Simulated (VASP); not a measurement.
All values below come from PBE GGA, VASP's PBE PAW potentials (set 64) (plane waves; VASP 6.6.1).

VASP input:

**POSCAR**
```
KCl
1
    0.0000000000     3.1910210739     3.1910210739
    3.1910210739     0.0000000000     3.1910210739
    3.1910210739     3.1910210739     0.0000000000
K Cl
1 1
Direct
  0.0000000000   0.0000000000   0.0000000000
  0.5000000000   0.5000000000   0.5000000000
```

### KPOINTS
```
Automatic mesh
0
Gamma
8 8 8
0 0 0
```

### INCAR
```
! general
SYSTEM = KCl
PREC   = Accurate
ENCUT  = 520   ! plane-wave cut-off (eV)
LREAL  = .FALSE.   ! projection in real space or not
LASPH  = .TRUE.   ! aspherical one-centre terms

! electronic loop
EDIFF  = 1E-7   ! SCF stop (eV)
NELM   = 100   ! most electronic steps
ALGO   = Normal   ! blocked Davidson

! smearing
ISMEAR = -5   ! tetrahedra, Bloechl

! functional
GGA    = PE

! ions
ISIF   = 2   ! forces and stress, cell fixed

! output
LWAVE  = .FALSE.
LCHARG = .TRUE.
LORBIT = 11
NEDOS  = 601   ! DOS grid
```

POTCAR, in this order: K_sv Cl (PBE.64 set). Program: vasp_std.

Output

### OSZICAR
```
       N       E                     dE             d eps       ncg     rms          rms(c)
DAV:   1     0.106687148044E+03    0.10669E+03   -0.71403E+03   696   0.118E+03
DAV:   2    -0.637538826363E+00   -0.10732E+03   -0.99886E+02   900   0.276E+02
DAV:   3    -0.690634770792E+01   -0.62688E+01   -0.62379E+01   876   0.626E+01
DAV:   4    -0.711222105108E+01   -0.20587E+00   -0.20561E+00  1208   0.106E+01
DAV:   5    -0.711467271997E+01   -0.24517E-02   -0.24516E-02   912   0.103E+00    0.316E+00
DAV:   6    -0.681296591304E+01    0.30171E+00   -0.56875E-01   832   0.407E+00    0.258E+00
DAV:   7    -0.679645033803E+01    0.16516E-01   -0.13535E-01   888   0.223E+00    0.151E+00
DAV:   8    -0.680933810189E+01   -0.12888E-01   -0.20540E-02   924   0.124E+00    0.182E-01
DAV:   9    -0.681029085307E+01   -0.95275E-03   -0.16118E-03   912   0.276E-01    0.104E-01
DAV:  10    -0.681097286902E+01   -0.68202E-03   -0.69161E-04   804   0.212E-01    0.110E-02
DAV:  11    -0.681098711196E+01   -0.14243E-04   -0.23991E-05  1024   0.348E-02    0.512E-03
DAV:  12    -0.681099126069E+01   -0.41487E-05   -0.56742E-06   856   0.183E-02    0.300E-03
DAV:  13    -0.681099142333E+01   -0.16263E-06   -0.75043E-07   920   0.686E-03    0.847E-04
DAV:  14    -0.681099152311E+01   -0.99783E-07   -0.49489E-08   676   0.198E-03
   1 F= -.68109915E+01 E0= -.68109915E+01  d E =0.000000E+00
```

**OUTCAR**
```
------------------------ aborting loop because EDIFF is reached ----------------------------------------
  FORCE on cell =-STRESS in cart. coord.  units (eV):
  Direction    XX          YY          ZZ          XY          YZ          ZX
  --------------------------------------------------------------------------------------
  Total        0.0045173      0.0045173      0.0045173      0.0000000      0.0000000      0.0000000
  in kB        0.1113711      0.1113711      0.1113711      0.0000000      0.0000000      0.0000000
  external PRESSURE =       0.1113711 kB  Pullay stress =       0.0000000 kB
  volume of cell :       64.99
      direct lattice vectors                 reciprocal lattice vectors
     0.000000000  3.191021074  3.191021074    -0.156689658  0.156689658  0.156689658
     3.191021074  0.000000000  3.191021074     0.156689658 -0.156689658  0.156689658
     3.191021074  3.191021074  0.000000000     0.156689658  0.156689658 -0.156689658
  FREE ENERGIE OF THE ION-ELECTRON SYSTEM (eV)
  ---------------------------------------------------
  free  energy   TOTEN  =        -6.8109915231 eV

  energy  without entropy=       -6.8109915231  energy(sigma->0) =       -6.81099152

 total charge

# of ion       s       p       d       tot
------------------------------------------
    1        1.956   5.581   0.022   7.560
    2        1.588   3.565   0.000   5.153
--------------------------------------------------
tot          3.544   9.147   0.022  12.713
```
(Selected blocks of OUTCAR.)

The compound is KCl in the rock salt structure. It was relaxed first.
